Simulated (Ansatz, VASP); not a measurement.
# SnSe2 in two plane-wave programs

Wanted: the spread between two codes on one cell, functional and k mesh. The cell is taken from a series of runs on this material, whose earlier steps may have relaxed, scaled, displaced or heated it; both programs get it as it stands.

Method: plane waves, with VASP 6.6.1 beside it; single point at PBE, spin-orbit coupling, in Ansatz 0.2.0.

## (1) Starting point

The cell holds 6 atoms: 2 Sn and 4 Se. Its edges and angles: a = 3.823 Å, b = 3.823 Å, c = 43.300 Å, α = 90.0°, β = 90.0°, γ = 120.0°. Vacuum lies along c.

As a file:

```cif
data_structure
_symmetry_space_group_name_H-M 'P 1'
_symmetry_Int_Tables_number 1
_cell_length_a 3.8231
_cell_length_b 3.8231
_cell_length_c 43.3000
_cell_angle_alpha 90.000
_cell_angle_beta 90.000
_cell_angle_gamma 120.000
_cell_volume 548.10
loop_
_atom_site_label
_atom_site_type_symbol
_atom_site_fract_x
_atom_site_fract_y
_atom_site_fract_z
_atom_site_occupancy
Sn1 Sn 0.00000 0.00000 0.42076 1
Sn2 Sn 0.66667 0.33333 0.57924 1
Se3 Se 0.33333 0.66667 0.45774 1
Se4 Se 0.66667 0.33333 0.38379 1
Se5 Se 0.00000 0.00000 0.61621 1
Se6 Se 0.33333 0.66667 0.54226 1
```

## (2) VASP: single point, PBE, spin-orbit coupling

With cell and atoms fixed, the geometry can't cause a difference; cores, projectors, grids and the points listed under the comparison can.

Lines of VASP's logs that name or quote its potential files are left out, and so is its time.

The input, INCAR:

```
SYSTEM = SnSe2
PREC = Accurate
ENCUT = 400
EDIFF = 1E-06
NELM = 200
ISMEAR = -1
SIGMA = 0.02
LREAL = .FALSE.
ALGO = Normal
GGA = PE
LNONCOLLINEAR = .TRUE.
MAGMOM = 0 0 0 0 0 0 0 0 0 0 0 0 0 0 0 0 0 0
NBANDS = 64
GGA_COMPAT = .FALSE.
LASPH = .TRUE.
LSORBIT = .TRUE.
LORBIT = 11
LWAVE = .FALSE.
LCHARG = .FALSE.
ISIF = 2
LDIPOL = .TRUE.
IDIPOL = 3
DIPOL = 0.5 0.5 0.5
LVHAR = .TRUE.
EFERMI = MIDGAP
NELMDL = -8
KPAR = 2
```

The input, POSCAR:

```
SnSe2
1.0
    3.8231287535      0.0000000000      0.0000000000
   -1.9115643767      3.3109266225      0.0000000000
    0.0000000000      0.0000000000     43.3000000000
Sn Se
2 4
Direct
    0.0000000001      0.0000000000      0.4207572842
    0.6666666667      0.3333333334      0.5792427158
    0.3333333334      0.6666666667      0.4577396926
    0.6666666667      0.3333333334      0.3837907640
    0.0000000001      0.0000000000      0.6162092360
    0.3333333334      0.6666666667      0.5422603074
```

The input, KPOINTS:

```
Automatic mesh
0
Gamma
6 6 1
0 0 0
```

PAW data sets: Sn_d and Se (PBE family, release 64).

On the command line:

```bash
$ mpirun -np 2 vasp_ncl
```

Numbers of over 12 decimals in the logs are rounded to 6 here.

What it wrote:

```text
[banner, memory and clock lines left out]
running    2 mpi-ranks, on    1 nodes
 distrk:  each k-point on    1 cores,    2 groups
 distr:  one band on    1 cores,    1 groups

 POSCAR found type information on POSCAR SnSe
 POSCAR found :  2 types and       6 ions
 LDA part: xc-table for (Slater+PW92), standard interpolation
 POSCAR, INCAR and KPOINTS ok, starting setup
 FFT: planning ... GRIDC
 FFT: planning ... GRID_SOFT
 FFT: planning ... GRID
 WAVECAR not read
 entering main loop
       N       E                     dE             d eps       ncg     rms          rms(c)
DAV:   1     0.409588655240E+03    0.40959E+03   -0.18986E+04  1080   0.109E+03
DAV:   2     0.327788950890E+02   -0.37681E+03   -0.36998E+03  1136   0.268E+02
DAV:   3    -0.220284857983E+02   -0.54807E+02   -0.54238E+02  1096   0.125E+02
DAV:   4    -0.243171045212E+02   -0.22886E+01   -0.22788E+01  1096   0.297E+01
DAV:   5    -0.243809762610E+02   -0.63872E-01   -0.63823E-01  1184   0.486E+00
DAV:   6    -0.243830136667E+02   -0.20374E-02   -0.20371E-02  1264   0.869E-01
DAV:   7    -0.243830950215E+02   -0.81355E-04   -0.81350E-04  1320   0.156E-01
DAV:   8    -0.243830965314E+02   -0.15099E-05   -0.15097E-05  1288   0.223E-02    0.694E+00
DAV:   9    -0.238736624643E+02    0.50943E+00   -0.10197E+00  1200   0.921E+00    0.445E+00
DAV:  10    -0.238401870152E+02    0.33475E-01   -0.43203E-01  1128   0.339E+00    0.148E+00
DAV:  11    -0.238387601938E+02    0.14268E-02   -0.22925E-02  1168   0.118E+00    0.538E-01
DAV:  12    -0.238371368396E+02    0.16234E-02   -0.11754E-02  1152   0.807E-01    0.189E-01
DAV:  13    -0.238374390831E+02   -0.30224E-03   -0.14462E-03  1072   0.294E-01    0.609E-02
DAV:  14    -0.238374841609E+02   -0.45078E-04   -0.16110E-04  1008   0.796E-02    0.287E-02
[...]
DAV:  20    -0.238377722847E+02   -0.35083E-04   -0.15670E-06   760   0.344E-03    0.134E-03
DAV:  21    -0.238377953137E+02   -0.23029E-04   -0.68084E-07   712   0.229E-03    0.736E-04
DAV:  22    -0.238378066743E+02   -0.11361E-04   -0.13086E-07   648   0.151E-03    0.582E-04
DAV:  23    -0.238378194523E+02   -0.12778E-04   -0.14457E-07   632   0.121E-03    0.317E-04
DAV:  24    -0.238378230998E+02   -0.36475E-05   -0.75274E-08   632   0.814E-04    0.227E-04
DAV:  25    -0.238378243584E+02   -0.12586E-05   -0.11791E-08   592   0.524E-04    0.136E-04
DAV:  26    -0.238378265491E+02   -0.21907E-05   -0.35149E-08   600   0.479E-04    0.103E-04
DAV:  27    -0.238378268277E+02   -0.27853E-06   -0.41317E-09   568   0.282E-04
   1 F= -.23837827E+02 E0= -.23837827E+02  d E =-.610452E-08  mag=    -0.0000    -0.0000    -0.0000
```

From OUTCAR (step 2):

```text
ion  position               nearest neighbor table
   1  0.000  0.000  0.421-   4 2.73   4 2.73   4 2.73   3 2.73   3 2.73   3 2.73
   2  0.667  0.333  0.579-   5 2.73   5 2.73   5 2.73   6 2.73   6 2.73   6 2.73
   3  0.333  0.667  0.458-   1 2.73   1 2.73   1 2.73
   4  0.667  0.333  0.384-   1 2.73   1 2.73   1 2.73
   5  0.000  0.000  0.616-   2 2.73   2 2.73   2 2.73
   6  0.333  0.667  0.542-   2 2.73   2 2.73   2 2.73

  LATTYP: Found a hexagonal cell.
 ALAT       =     3.8231287535
 C/A-ratio  =    11.3258021876

 Subroutine GETGRP returns: Found 12 space group operations
 (whereof  6 operations were pure point group operations)

The static configuration has the point symmetry C_3v.
 The point group associated with its full space group is D_3d.

 Found      7 irreducible k-points:

   k-points           NKPTS =      7   k-points in BZ     NKDIM =      7   number of bands    NBANDS=     64

   dimension x,y,z NGX =    28 NGY =   28 NGZ =  288
   dimension x,y,z NGXF=    56 NGYF=   56 NGZF=  576

   ENCUT  =  400.0 eV  29.40 Ry    5.42 a.u.   6.23  6.23 70.61*2*pi/ulx,y,z

   NELECT =      52.0000    total number of electrons

 k-points in reciprocal lattice and weights: Automatic mesh
   0.00000000  0.00000000  0.00000000       0.028
   0.16666667  0.00000000  0.00000000       0.167
   0.33333333 -0.00000000  0.00000000       0.167
   0.50000000  0.00000000  0.00000000       0.083
   0.16666667  0.16666667  0.00000000       0.167
   0.33333333  0.16666667  0.00000000       0.333
   0.33333333  0.33333333  0.00000000       0.056

 dipolmoment           0.000000      0.000000     -0.000003 electrons x Angstroem

 average (electrostatic) potential at core
       1-109.8794       2-109.8795       3 -60.5459       4 -60.5322       5 -60.5323
       6 -60.5460

 E-fermi :  -2.7194

 k-point     1 :       0.0000    0.0000    0.0000
  band No.  band energies     occupation
    ...
     48      -3.3186      1.00000
     49      -3.0898      1.00000
     50      -3.0898      1.00000
     51      -3.0398      1.00000
     52      -3.0398      1.00000
     53      -1.7230      0.00000
     54      -1.7230      0.00000
     55      -1.1740      0.00000
     56      -1.1740      0.00000
     57      -0.0770      0.00000
    ...

 k-point     2 :       0.1667    0.0000    0.0000
  band No.  band energies     occupation
    ...
     48      -3.7461      1.00000
     49      -3.1573      1.00000
     50      -3.1573      1.00000
     51      -3.1003      1.00000
     52      -3.1003      1.00000
     53      -0.9821      0.00000
     54      -0.9821      0.00000
     55      -0.7630      0.00000
     56      -0.7630      0.00000
     57       0.6169      0.00000
    ...

 k-point     3 :       0.3333   -0.0000    0.0000
  band No.  band energies     occupation
    ...
     48      -3.6644      1.00000
     49      -3.3482      1.00000
     50      -3.3482      1.00000
     51      -3.3044      1.00000
     52      -3.3044      1.00000
     53      -1.8950      0.00000
     54      -1.8950      0.00000
     55      -1.7776      0.00000
     56      -1.7776      0.00000
     57       0.8701      0.00000
    ...

  Total        1.8781563      1.8781563      1.2554386      0.0000000      0.0000000      0.0000000
  in kB        5.4901717      5.4901717      3.6698615      0.0000000      0.0000000      0.0000000
  external PRESSURE =       4.8834017 kB  Pullay stress =       0.0000000 kB

  energy-cutoff  :      400.00
  volume of cell :      548.10
      direct lattice vectors                 reciprocal lattice vectors
     3.823128753  0.000000000  0.000000000     0.261565870  0.151015126  0.000000000
    -1.911564377  3.310926622  0.000000000     0.000000000  0.302030251  0.000000000
     0.000000000  0.000000000 43.300000000     0.000000000  0.000000000  0.023094688

 POSITION                                       TOTAL-FORCE (eV/Angst)
 -----------------------------------------------------------------------------------
      0.00000      0.00000     18.21879        -0.000000     -0.000000     -0.037773
      1.91156      1.10364     25.08121         0.000000     -0.000000      0.037773
      0.00000      2.20728     19.82013        -0.000000     -0.000000      0.023848
      1.91156      1.10364     16.61814        -0.000000      0.000000     -0.113941
      0.00000      0.00000     26.68186         0.000000     -0.000000      0.113941
      0.00000      2.20728     23.47987         0.000000      0.000000     -0.023848
 -----------------------------------------------------------------------------------
    total drift:                                0.000000     -0.000000     -0.000255

  FREE ENERGIE OF THE ION-ELECTRON SYSTEM (eV)
  ---------------------------------------------------
  free  energy   TOTEN  =       -23.8378268277 eV

  energy  without entropy=      -23.8378268215  energy(sigma->0) =      -23.83782682

 vacuum level on the upper side and lower side of the slab         2.835         2.835

 Spin-Orbit-Coupling matrix elements
 Ion:    1  E_soc:     -0.0898050
 Ion:    2  E_soc:     -0.0898050
 Ion:    3  E_soc:     -0.0464835
 Ion:    4  E_soc:     -0.0465141
 Ion:    5  E_soc:     -0.0465141
 Ion:    6  E_soc:     -0.0464835

 total charge
# of ion       s       p       d       tot
------------------------------------------
    1        1.059   1.007  10.094  12.159
    2        1.059   1.007  10.094  12.159
    3        1.485   2.307   0.025   3.817
    4        1.483   2.308   0.025   3.816
    5        1.483   2.308   0.025   3.816
    6        1.485   2.307   0.025   3.817
--------------------------------------------------
tot          8.053  11.243  20.288  39.584

 magnetization (x)
# of ion       s       p       d       tot
------------------------------------------
    1       -0.000   0.000   0.000  -0.000
    2        0.000   0.000   0.000   0.000
    3        0.000   0.000  -0.000  -0.000
    4        0.000  -0.000   0.000  -0.000
    5        0.000   0.000   0.000   0.000
    6        0.000   0.000   0.000   0.000
--------------------------------------------------
tot          0.000  -0.000   0.000  -0.000

 magnetization (y)
# of ion       s       p       d       tot
------------------------------------------
    1        0.000   0.000  -0.000  -0.000
    2        0.000   0.000  -0.000   0.000
    3       -0.000   0.000   0.000  -0.000
    4        0.000   0.000   0.000   0.000
    5       -0.000   0.000  -0.000  -0.000
    6        0.000   0.000   0.000   0.000
--------------------------------------------------
tot          0.000   0.000   0.000   0.000

 magnetization (z)
# of ion       s       p       d       tot
------------------------------------------
    1        0.000   0.000  -0.000  -0.000
    2       -0.000   0.000  -0.000  -0.000
    3        0.000  -0.000   0.000  -0.000
    4       -0.000  -0.000   0.000  -0.000
    5       -0.000  -0.000   0.000  -0.000
    6        0.000   0.000   0.000   0.000
--------------------------------------------------
tot         -0.000  -0.000   0.000  -0.000

[... 3 further parts left out ...]
```

(Part 1 of 2 ends here.)

[Lines on the potential files, build, host, timing and source positions are cut from VASP's logs without a mark.]

[Logs are printed without paths, hosts, clocks, repeated set-up lines and the standing remarks that a program may print on its own settings, such as how far it seeks lower states.]

[Hosts, paths, dates, database ids (printed as entryN), source tags and the programs' standing remarks are cut or masked in the printed files.]
